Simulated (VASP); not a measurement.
Method: PBEsol GGA, VASP's PBE PAW potentials (set 64) (plane waves; VASP).

Input for VASP

KPOINTS:
```
Automatic mesh
0
Gamma
16 16 16
0 0 0
```

### POSCAR
```
W
1
   -1.5775147406     1.5775147406     1.5775147406
    1.5775147406    -1.5775147406     1.5775147406
    1.5775147406     1.5775147406    -1.5775147406
W
1
Direct
  0.0000000000   0.0000000000   0.0000000000
```

INCAR:
```
ALGO=Normal
EDIFF=1E-6
EDIFFG=-0.02
ENCUT=500
GGA=PS
IBRION=2
ISIF=3
ISMEAR=1
LASPH=.TRUE.
LCHARG=.FALSE.
LMAXMIX=6
LREAL=.FALSE.
LWAVE=.FALSE.
NELM=100
NSW=40
PREC=Accurate
SIGMA=0.1
SYSTEM=W
```

POTCAR, in this order: W_sv (PBE.64 set). Program: vasp_std.

The resulting files:

File OUTCAR:
```
 ion  position               nearest neighbor table
   1  0.000  0.000  0.000-
  LATTYP: Found a body centered cubic cell.
 ALAT       =     3.1550294812
 Subroutine PRICEL returns:
 Original cell was already a primitive cell.
 Subroutine GETGRP returns: Found 48 space group operations
The static configuration has the point symmetry O_h .
The dynamic configuration has the point symmetry O_h .
 Subroutine INISYM returns: Found 48 space group operations
 Subroutine IBZKPT returns following result:
 Found    145 irreducible k-points:

 Following reciprocal coordinates:
            Coordinates               Weight
  0.000000  0.000000  0.000000      1.000000
  0.062500  0.000000  0.000000     12.000000
  0.125000  0.000000  0.000000     12.000000
  0.187500  0.000000  0.000000     12.000000
  0.250000  0.000000  0.000000     12.000000
  0.312500  0.000000  0.000000     12.000000
  0.375000  0.000000  0.000000     12.000000
  0.437500  0.000000  0.000000     12.000000
  0.500000  0.000000  0.000000      6.000000
  0.062500  0.062500  0.000000     24.000000
  0.125000  0.062500  0.000000     48.000000
  0.187500  0.062500  0.000000     48.000000
  0.250000  0.062500  0.000000     48.000000
  0.312500  0.062500  0.000000     48.000000
  0.375000  0.062500  0.000000     48.000000
  0.437500  0.062500  0.000000     48.000000
  0.125000  0.125000  0.000000     24.000000
  0.187500  0.125000  0.000000     48.000000
  0.250000  0.125000  0.000000     48.000000
  0.312500  0.125000  0.000000     48.000000
  0.375000  0.125000  0.000000     48.000000
  0.437500  0.125000  0.000000     24.000000
  0.187500  0.187500  0.000000     24.000000
  0.250000  0.187500  0.000000     48.000000
  0.312500  0.187500  0.000000     48.000000
  0.375000  0.187500  0.000000     48.000000
  0.250000  0.250000  0.000000     24.000000
  0.312500  0.250000  0.000000     48.000000
  0.375000  0.250000  0.000000     24.000000
  0.312500  0.312500  0.000000     24.000000
  0.062500  0.062500  0.062500      8.000000
  0.125000  0.062500  0.062500     24.000000
  0.187500  0.062500  0.062500     24.000000
  0.250000  0.062500  0.062500     24.000000
  0.312500  0.062500  0.062500     24.000000
  0.375000  0.062500  0.062500     24.000000
  0.437500  0.062500  0.062500     12.000000
 -0.062500  0.062500  0.062500      6.000000
  0.125000  0.125000  0.062500     24.000000
  0.187500  0.125000  0.062500     48.000000
   k-points           NKPTS =    145   k-points in BZ     NKDIM =    145   number of bands    NBANDS=     11
   number of dos      NEDOS =    301   number of ions     NIONS =      1
   total plane-waves  NPLWV =   8000
   dimension x,y,z NGX =    20 NGY =   20 NGZ =   20
   dimension x,y,z NGXF=    40 NGYF=   40 NGZF=   40
   ions per type =               1
   PREC   = accura    normal or accurate (medium, high low for compatibility)
   ISTART =      0    job   : 0-new  1-cont  2-samecut
   ICHARG =      2    charge: 1-file 2-atom 10-const
   ISPIN  =      1    spin polarized calculation?
   LNONCOLLINEAR =      F non collinear calculations
   LSORBIT =      F    spin-orbit coupling
   INIWAV =      1    electr: 0-lowe 1-rand  2-diag
   ENCUT  =  500.0 eV  36.75 Ry    6.06 a.u.   4.98  4.98  4.98*2*pi/ulx,y,z
   NELM   =    100;   NELMIN=  2; NELMDL= -5     # of ELM steps
   EDIFF  = 0.1E-05   stopping-criterion for ELM
   LREAL  =      F    real-space projection
   NLSPLINE    = F    spline interpolate recip. space projectors
   LMAXMIX     =    6 max onsite mixed and CHGCAR
   VOSKOWN=      0    Vosko Wilk Nusair interpolation
...
```

### OSZICAR
```
       N       E                     dE             d eps       ncg     rms          rms(c)
DAV:   1     0.756593000528E+02    0.75659E+02   -0.77340E+03  3190   0.141E+03
DAV:   2    -0.129368479058E+02   -0.88596E+02   -0.85638E+02  3400   0.330E+02
DAV:   3    -0.144901239649E+02   -0.15533E+01   -0.15423E+01  3639   0.433E+01
DAV:   4    -0.144980315277E+02   -0.79076E-02   -0.79070E-02  3442   0.337E+00
DAV:   5    -0.144980934378E+02   -0.61910E-04   -0.61912E-04  3610   0.300E-01    0.220E+01
DAV:   6    -0.139568199533E+02    0.54127E+00   -0.61455E-01  3394   0.103E+01    0.880E+00
DAV:   7    -0.138130936672E+02    0.14373E+00   -0.32826E-01  3517   0.702E+00    0.626E-01
DAV:   8    -0.138084944596E+02    0.45992E-02   -0.46981E-03  3271   0.108E+00    0.174E-01
DAV:   9    -0.138081062645E+02    0.38820E-03   -0.27320E-04  3639   0.195E-01    0.362E-02
DAV:  10    -0.138081058548E+02    0.40976E-06   -0.16227E-05  3451   0.560E-02    0.512E-03
DAV:  11    -0.138081059705E+02   -0.11571E-06   -0.15252E-07  1925   0.540E-03
   1 F= -.13808106E+02 E0= -.13807924E+02  d E =-.138081E+02
```

**OUTCAR**
```
------------------------ aborting loop because EDIFF is reached ----------------------------------------
  FORCE on cell =-STRESS in cart. coord.  units (eV):
  Direction    XX          YY          ZZ          XY          YZ          ZX
  --------------------------------------------------------------------------------------
  Total       -0.0007771     -0.0007771     -0.0007771      0.0000000     -0.0000000      0.0000000
  in kB       -0.0792921     -0.0792921     -0.0792921      0.0000000     -0.0000000      0.0000000
  external PRESSURE =      -0.0792921 kB  Pullay stress =       0.0000000 kB
  volume of cell :       15.70
      direct lattice vectors                 reciprocal lattice vectors
    -1.577514741  1.577514741  1.577514741     0.000000000  0.316954249  0.316954249
     1.577514741 -1.577514741  1.577514741     0.316954249  0.000000000  0.316954249
     1.577514741  1.577514741 -1.577514741     0.316954249  0.316954249  0.000000000
 POSITION                                       TOTAL-FORCE (eV/Angst)
 -----------------------------------------------------------------------------------
      0.00000      0.00000      0.00000         0.000000     -0.000000      0.000000
 -----------------------------------------------------------------------------------
    total drift:                                0.000000     -0.000000      0.000000
  FREE ENERGIE OF THE ION-ELECTRON SYSTEM (eV)
  ---------------------------------------------------
  free  energy   TOTEN  =       -13.8081059705 eV

  energy  without entropy=      -13.8075597441  energy(sigma->0) =      -13.80792390

 reached required accuracy - stopping structural energy minimisation
```
(Selected blocks of OUTCAR.)

The compound is W in the bcc structure. It was relaxed first.
